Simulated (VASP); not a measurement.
# Sc7SbTe12 (a cell with a defect) in VASP: single point with PBE

Aim: the single point of Sc7SbTe12 (a cell with a defect) with PBE.

Everything below comes from runs of VASP 6.6.1. Logs are shortened: lines on timing, memory, paths and dates and some standing lists are left out, and cuts for length are marked.

## Step 1: The structure

The cell holds a defect, 20 atoms: a = 13.609 Å, b = 12.973 Å, c = 7.121 Å, α = 79.46°, β = 69.58°, γ = 30.96°.

## Step 2: Single point, PBE

The input, INCAR:

```
SYSTEM = Sc7SbTe12
PREC = Accurate
ENCUT = 520
EDIFF = 1E-7
ISMEAR = -1
SIGMA = 0.01
LREAL = Auto
LASPH = .True.
NELM = 100
ALGO = Fast
ISIF = 2
LWAVE = .False.
LCHARG = .False.
GGA = PE
NBANDS = 93
```

The input, KPOINTS:

```
Automatic mesh
0
Gamma
  3 3 3
  0 0 0
```

The input, POSCAR:

```
Sc7SbTe12
1.0
    0.0000000000      5.8146000000     12.3042500000
    4.1111500000      0.0000000000     12.3042500000
    4.1111500000      5.8146000000      0.0000000000
Sc Sb Te
7 1 12
Direct
    0.6696547549      0.6696547549      0.8303452451
    0.8300255470      0.8300255470      0.6699744530
    0.5842272788      0.5842272788      0.4157727212
    0.4178231333      0.4178231333      0.5821768667
    0.5044962836      0.5044962836      0.9955037164
    0.2513876524      0.2513876524      0.7486123476
    0.7491546374      0.7491546374      0.2508453626
    0.9919300305      0.9919300305      0.5080699695
    0.4912358334      0.0089333786      0.0085660611
    0.0089333786      0.4912358334      0.4912647268
    0.7493527919      0.2525464923      0.2425303024
    0.2525464923      0.7493527919      0.7555704135
    0.8337037017      0.3379293895      0.6657997236
    0.3379293895      0.8337037017      0.1625671852
    0.1728483562      0.6512259493      0.3244096135
    0.6512259493      0.1728483562      0.8515160811
    0.4129192811      0.9223510943      0.5831572344
    0.9223510943      0.4129192811      0.0815723902
    0.0819492692      0.5863051443      0.9183728093
    0.5863051443      0.0819492692      0.4133727771
```

Potentials or basis: VASP PAW PBE potentials, release 64 (Sc_sv, Sb, Te).

Started as:

```sh
> cat potpaw_PBE.64/Sc_sv/POTCAR potpaw_PBE.64/Sb/POTCAR potpaw_PBE.64/Te/POTCAR > POTCAR
> mpirun -np 1 vasp_std > vasp.out
```

OUTCAR:

```text
SYSTEM = Sc7SbTe12
   PREC = Accurate
   ENCUT = 520
   EDIFF = 1E-7
   ISMEAR = -1
   LREAL = Auto
   LASPH = .True.
   NELM = 100
   ISIF = 2
   GGA = PE

 ion  position               nearest neighbor table
   1  0.670  0.670  0.830-  13 2.90  14 2.90   9 2.91  10 2.91  17 2.93  18 2.93
   2  0.830  0.830  0.670-   9 2.90  10 2.90  19 2.91  20 2.91  15 2.95  16 2.95
   3  0.584  0.584  0.416-  13 2.90  14 2.90  11 2.92  12 2.92  17 2.92  18 2.92
   4  0.418  0.418  0.582-  11 2.91  12 2.91  19 2.92  20 2.92  15 2.93  16 2.93
   5  0.504  0.504  0.996-  13 2.86  14 2.86  12 2.86  11 2.86  16 3.00  15 3.00
   6  0.251  0.251  0.749-  17 2.90  18 2.90  19 2.91  20 2.91   9 2.91  10 2.91
   7  0.749  0.749  0.251-  17 2.89  18 2.89  10 2.91   9 2.91  20 2.92  19 2.92
   8  0.992  0.992  0.508-  15 2.92  16 2.92  11 2.96  12 2.96  13 3.10  14 3.10
   9  0.491  0.009  0.009-   2 2.90   1 2.91   6 2.91   7 2.91
  10  0.009  0.491  0.491-   2 2.90   1 2.91   6 2.91   7 2.91
  11  0.749  0.253  0.243-   5 2.86   4 2.91   3 2.92   8 2.96
  12  0.253  0.749  0.756-   5 2.86   4 2.91   3 2.92   8 2.96
  13  0.834  0.338  0.666-   5 2.86   1 2.90   3 2.90   8 3.10
  14  0.338  0.834  0.163-   5 2.86   1 2.90   3 2.90   8 3.10
  15  0.173  0.651  0.324-   8 2.92   4 2.93   2 2.95   5 3.00
  16  0.651  0.173  0.852-   8 2.92   4 2.93   2 2.95   5 3.00
  17  0.413  0.922  0.583-   7 2.89   6 2.90   3 2.92   1 2.93
  18  0.922  0.413  0.082-   7 2.89   6 2.90   3 2.92   1 2.93
  19  0.082  0.586  0.918-   6 2.91   2 2.91   7 2.92   4 2.92
  20  0.586  0.082  0.413-   6 2.91   2 2.91   7 2.92   4 2.92

  LATTYP: Found a face centered orthorhombic cell.
 ALAT       =     8.2223000000
 B/A-ratio  =     1.4143487832
 C/A-ratio  =     2.9928973645

  Lattice vectors:

 A1 = (   0.0000000000,   5.8146000000,  12.3042500000)
 A2 = (   4.1111500000,   0.0000000000,  12.3042500000)
 A3 = (   4.1111500000,   5.8146000000,   0.0000000000)

Analysis of symmetry for initial positions (statically):
=====================================================================
 Subroutine PRICEL returns:
 Original cell was already a primitive cell.

 Routine SETGRP: Setting up the symmetry group for a
 face centered orthorhombic supercell.

 Subroutine GETGRP returns: Found  2 space group operations
 (whereof  2 operations were pure point group operations)
 out of a pool of  8 trial point group operations.

The static configuration has the point symmetry C_2 .

Analysis of symmetry for dynamics (positions and initial velocities):
=====================================================================
 Subroutine PRICEL returns:
 Original cell was already a primitive cell.

 Routine SETGRP: Setting up the symmetry group for a
 face centered orthorhombic supercell.

 Subroutine GETGRP returns: Found  2 space group operations
 (whereof  2 operations were pure point group operations)
 out of a pool of  8 trial point group operations.

The dynamic configuration has the point symmetry C_2 .

 Subroutine INISYM returns: Found  2 space group operations
 (whereof  2 operations are pure point group operations),
 and found     1 'primitive' translations

----------------------------------------------------------------------------------------

                                     Primitive cell

  volume of cell :     588.2586

  direct lattice vectors                    reciprocal lattice vectors
     0.000000000  5.814600000 12.304250000    -0.121620471  0.085990438  0.040636365
     4.111150000  0.000000000 12.304250000     0.121620471 -0.085990438  0.040636365
     4.111150000  5.814600000  0.000000000     0.121620471  0.085990438 -0.040636365

  length of vectors
    13.608972820 12.972899537  7.121174586     0.154393033  0.154393033  0.154393033

  position of ions in fractional coordinates (direct lattice)
     0.669654755  0.669654755  0.830345245
     0.830025547  0.830025547  0.669974453
     0.584227279  0.584227279  0.415772721
     0.417823133  0.417823133  0.582176867
     0.504496284  0.504496284  0.995503716
     0.251387652  0.251387652  0.748612348
[... 12 lines left out ...]
     0.081949269  0.586305144  0.918372809
     0.586305144  0.081949269  0.413372777

  ion indices of the primitive-cell ions
   primitive index   ion index
                 1           1
                 2           2
                 3           3
                 4           4
                 5           5
                 6           6
[... 12 lines left out ...]
                19          19
                20          20

----------------------------------------------------------------------------------------

 KPOINTS: Automatic mesh

Automatic generation of k-mesh.
 Grid dimensions read from file:
 generate k-points for:    3    3    3

 Generating k-lattice:

  Cartesian coordinates                     Fractional coordinates (reciprocal lattice)
    -0.040540157  0.028663479  0.013545455     0.333333333  0.000000000  0.000000000
     0.040540157 -0.028663479  0.013545455     0.000000000  0.333333333  0.000000000
     0.040540157  0.028663479 -0.013545455     0.000000000  0.000000000  0.333333333

  Length of vectors
     0.051464344  0.051464344  0.051464344

  Shift w.r.t. Gamma in fractional coordinates (k-lattice)
     0.000000000  0.000000000  0.000000000

 Subroutine IBZKPT returns following result:
 ===========================================

 Found     10 irreducible k-points:

 Following reciprocal coordinates:
            Coordinates               Weight
  0.000000  0.000000  0.000000      1.000000
  0.333333  0.000000 -0.000000      4.000000
 -0.333333 -0.333333 -0.333333      4.000000
  0.333333  0.333333  0.000000      2.000000
 -0.333333  0.333333  0.000000      2.000000
  0.333333  0.333333 -0.333333      2.000000
  0.333333  0.000000  0.333333      2.000000
 -0.333333 -0.000000  0.333333      4.000000
  0.000000  0.333333  0.333333      2.000000
 -0.333333  0.333333  0.333333      4.000000
   k-points           NKPTS =     10   k-points in BZ     NKDIM =     10   number of bands    NBANDS=     93
   number of dos      NEDOS =    301   number of ions     NIONS =     20
   total plane-waves  NPLWV = 559872
   dimension x,y,z NGX =   108 NGY =   96 NGZ =   54
   dimension x,y,z NGXF=   216 NGYF=  192 NGZF=  108
   ions per type =               7   1  12
   NGX,Y,Z   is equivalent  to a cutoff of  13.19, 12.30, 12.61 a.u.
   NGXF,Y,Z  is equivalent  to a cutoff of  26.39, 24.60, 25.21 a.u.
 SYSTEM =  Sc7SbTe12
   PREC   = accura    normal or accurate (medium, high low for compatibility)
   ISTART =      0    job   : 0-new  1-cont  2-samecut
   ICHARG =      2    charge: 1-file 2-atom 10-const
   ISPIN  =      1    spin polarized calculation?
   LNONCOLLINEAR =      F non collinear calculations
   LSORBIT =      F    spin-orbit coupling
   LASPH  =      T    aspherical Exc in radial PAW
   ENCUT  =  520.0 eV  38.22 Ry    6.18 a.u.  25.30 24.12 13.24*2*pi/ulx,y,z
   NELM   =    100;   NELMIN=  2; NELMDL= -5     # of ELM steps
   EDIFF  = 0.1E-06   stopping-criterion for ELM
   LREAL  =      T    real-space projection
   EDIFFG = 0.1E-05   stopping-criterion for IOM
   NSW    =      0    number of steps for IOM
   IBRION =     -1    ionic relax: 0-MD 1-quasi-New 2-CG
   NFREE  =      0    steps in history (QN), initial steepest desc. (CG)
   ISIF   =      2    stress and relaxation
   ISYM   =      2    0-nonsym 1-usesym 2-fastsym
   POTIM  = 0.5000    time-step for ionic-motion
   TEBEG  =    0.0;   TEEND  =   0.0 temperature during run
   PSTRESS=    0.0 pullay stress
   NELECT =     154.0000    total number of electrons
   NUPDOWN=      -1.0000    fix difference up-down
   EMIN   =  10.00;   EMAX   =-10.00  energy-range for DOS
   EFERMI =   0.00;   METHOD = LEGACY
   ISMEAR =    -1;   SIGMA  =   0.01  broadening in eV -4-tet -1-fermi 0-gaus
   EFERMI_NEDOS =   21; number of points for ismear=-14 and -15
   IALGO  =     68    algorithm
   IMIX   =      4    mixing-type and parameters
     AMIX     =   0.40;   BMIX     =  1.00
     AMIX_MAG =   1.60;   BMIX_MAG =  1.00
  volume/ion in A,a.u.               =      29.41       198.49
  Fermi-wavevector in a.u.,A,eV,Ry     =   1.047271  1.979055 14.922543  1.096776
  Thomas-Fermi vector in A             =   2.182144
   LORBIT       =      0    0 simple, 1 ext, 2 COOP (PROOUT), +10 PAW based schemes
   GGA     = PE    functional components
   LHFCALC =     F    Hartree Fock is set to
   AEXX    =    0.0000 exact exchange contribution
   IVDW    =     0    specifies the selected vdW correction
   LEPSILON=     F    determine dielectric tensor
   LRPA    =     F    only Hartree local field effects (RPA)
 non-spin polarized calculation
 RMM-DIIS sequential band-by-band and
  energy-cutoff  :      520.00
  volume of cell :      588.26
 maximum number of plane-waves:     15875
 NGX is ok and might be reduce to   108
   NGX = 51   NGY = 49   NGZ = 27

 number of electron     154.0000001 magnetization

 Free energy of the ion-electron system (eV)
  ---------------------------------------------------
  ext. energy  EPLUGINS =         0.00000000
  ---------------------------------------------------
  free energy    TOTEN  =      -106.76353827 eV

  energy without entropy =     -106.76352181  energy(sigma->0) =     -106.76353004

 E-fermi :   5.5171     XC(G=0):  -9.3604

 val. band max:        5.4517779080   @ k =   0.0000   0.0000   0.0000
 cond. band min:       5.5823069818   @ k =   0.0000   0.0000   0.0000
 fundamental gap:      0.1305290738
 Fermi energy:         5.5170986150

 k-point     1 :       0.0000    0.0000    0.0000
  band No.  band energies     occupation
      1     -44.7774      2.00000
      2     -44.7730      2.00000
      3     -44.7221      2.00000
      4     -44.6925      2.00000
      5     -44.6922      2.00000
      6     -44.6058      2.00000
[... 81 lines left out ...]
     88       7.0811      0.00000
     89       7.1648      0.00000

 k-point     2 :       0.3333    0.0000   -0.0000
  band No.  band energies     occupation
      1     -44.7773      2.00000
      2     -44.7731      2.00000
      3     -44.7221      2.00000
      4     -44.6925      2.00000
      5     -44.6922      2.00000
      6     -44.6058      2.00000
[... 725 lines left out ...]
     88       7.0314      0.00000
     89       7.1394      0.00000

 k-point    10 :      -0.3333    0.3333    0.3333
  band No.  band energies     occupation
      1     -44.7774      2.00000
      2     -44.7730      2.00000
      3     -44.7221      2.00000
      4     -44.6925      2.00000
      5     -44.6922      2.00000
      6     -44.6058      2.00000
[... 81 lines left out ...]
     88       6.9970      0.00000
     89       7.1217      0.00000
 [bands above 89 left out]

------------------------ aborting loop because EDIFF is reached ----------------------------------------

  FORCE on cell =-STRESS in cart. coord.  units (eV):
  Direction    XX          YY          ZZ          XY          YZ          ZX
  --------------------------------------------------------------------------------------
  -------------------------------------------------------------------------------------
  Total        8.5241383      9.2815001      7.4143226     -1.3306595      0.0000000      0.0000000
  in kB       23.2162869     25.2790325     20.1936000     -3.6241755      0.0000000      0.0000000
  external PRESSURE =      22.8963065 kB  Pullay stress =       0.0000000 kB

 VOLUME and BASIS-vectors are now :
 -----------------------------------------------------------------------------
  energy-cutoff  :      520.00
  volume of cell :      588.26
      direct lattice vectors                 reciprocal lattice vectors
     0.000000000  5.814600000 12.304250000    -0.121620471  0.085990438  0.040636365
     4.111150000  0.000000000 12.304250000     0.121620471 -0.085990438  0.040636365
     4.111150000  5.814600000  0.000000000     0.121620471  0.085990438 -0.040636365

 POSITION                                       TOTAL-FORCE (eV/Angst)
 -----------------------------------------------------------------------------------
      6.16673      8.72190     16.47920        -0.000000     -0.000000     -0.006041
      6.16673      8.72190     20.42568        -0.000000     -0.000000     -0.007830
      4.11115      5.81460     14.37696        -0.000000     -0.000000     -0.002726
      4.11115      5.81460     10.28200        -0.000000     -0.000000     -0.004728
      6.16672      8.72190     12.41490        -0.000000     -0.000000     -0.002601
      4.11115      5.81460      6.18627        -0.000000     -0.000000     -0.002813
[... 12 lines left out ...]
      6.18596      5.81647      8.22237         0.006477      0.012492      0.011081
      2.03634      5.81273      8.22237        -0.006477     -0.012492      0.011081
 -----------------------------------------------------------------------------------
    total drift:                               -0.000019     -0.000009      0.002701

  FREE ENERGIE OF THE ION-ELECTRON SYSTEM (eV)
  ---------------------------------------------------
  free  energy   TOTEN  =      -106.7635382668 eV

  energy  without entropy=     -106.7635218115  energy(sigma->0) =     -106.76353004
```

It took 30 min on 1 thread of Intel Xeon Platinum 8488C (Sapphire Rapids), shared host; peak memory 1.2 GiB.

What came out:

- Free energy: -106.7635 eV
- Pressure: 2.3 GPa
- Largest force: 0.030 eV/Å
- Band gap on the k mesh: 0.13 eV, direct

Forces in eV/Å, atoms in the order of the input:
```
Sc   0.000  0.000 -0.006
Sc   0.000  0.000 -0.008
Sc   0.000  0.000 -0.003
Sc   0.000  0.000 -0.005
Sc   0.000  0.000 -0.003
Sc   0.000  0.000 -0.003
Sc   0.000  0.000  0.008
Sb   0.000  0.000  0.030
Te   0.015  0.000  0.001
Te  -0.015  0.000  0.001
Te  -0.012 -0.005 -0.003
Te   0.012  0.005 -0.003
Te  -0.007  0.012  0.008
Te   0.007 -0.012  0.008
Te  -0.020 -0.009 -0.006
Te   0.020  0.009 -0.006
Te   0.006 -0.008 -0.016
Te  -0.006  0.008 -0.016
Te   0.006  0.012  0.011
Te  -0.006 -0.012  0.011
```

Stress tensor (GPa, compression positive):
```
 2.32 -0.36  0.00
-0.36  2.53  0.00
 0.00  0.00  2.02
```

Caveat: spin-orbit coupling is left out, which moves the levels of the heavy elements.
